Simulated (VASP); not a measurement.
**MgHOF: single point with PBE**

Crystal: MgHOF.

```
Mg O H F
1.0
     5.79875   -0.38808    0.92575
    -0.67037    5.09753    1.04197
     0.86726    0.57415    5.61065
Mg O H F
4 4 4 4
Direct
  0.89507 0.17295 0.95171
  0.18782 0.37858 0.36807
  0.90441 0.74948 0.70260
  0.32410 0.96227 0.99693
  0.67608 0.53799 0.34572
  0.68128 0.30532 0.65047
  0.78249 0.14237 0.40514
  0.46782 0.76623 0.36163
  0.02344 0.03316 0.29498
  0.24866 0.98583 0.38181
  0.23245 0.57611 0.66748
  0.35895 0.57747 0.92282
  0.96471 0.53683 0.11121
  0.51008 0.13856 0.30259
  0.54634 0.83984 0.65190
  0.54229 0.40832 0.99172
```

The cell was built by a generator and needn't be a form met in nature.

```
Program             : VASP 6.6.1
Task                : single point
Functional          : PBE
Potentials or basis : VASP PAW PBE potentials, release 64 (Mg, O, H, F)
Cutoff              : 520 eV
k mesh              : 3 × 3 × 3
Occupations         : fermi-dirac, width 0.05 eV
Spin                : no spin polarisation
```

- Pressure: 10.0 GPa
- Largest force: 7.118 eV/Å
- Band gap on the k mesh: none (metal or under the smearing width)

Forces in eV/Å, atoms in the order of the input:
```
Mg  -1.042  0.980  1.436
Mg   0.605  0.142  0.041
Mg  -1.483 -0.599 -0.347
Mg   1.260  0.407 -0.816
O   -3.799  3.516  2.055
O    0.886 -0.771 -0.153
O    6.393  0.192  1.285
O   -0.011 -5.598 -4.368
H    0.197 -0.071 -0.193
H   -0.185  0.332 -0.132
H   -0.875 -0.622 -0.300
H    0.870  0.408 -1.290
F    3.455  1.215 -2.706
F   -4.299 -0.388  1.341
F   -0.633 -2.293  6.709
F   -1.337  3.150 -2.561
```

Stress tensor (GPa, compression positive):
```
-1.86 -0.86 -0.29
-0.86 19.85 -5.31
-0.29 -5.31 11.91
```

Levels at points of the mesh, in eV from the Fermi level:
```tsv
k point	band 28	band 29	band 30	band 31	band 32	band 33	band 34	band 35	band 36	band 37
(0.00, 0.00, 0.00)	-1.57	-1.24	-0.87	-0.59	-0.09	-0.01	0.54	0.96	1.56	1.70
```

It took 100 s on 1 thread of Intel(R) Xeon(R) 6975P-C (Granite Rapids), with other jobs on the host, peak memory 0.29 GiB.

Caveat: the k mesh is coarse (spacing up to 0.43 Å⁻¹), so the values aren't converged.
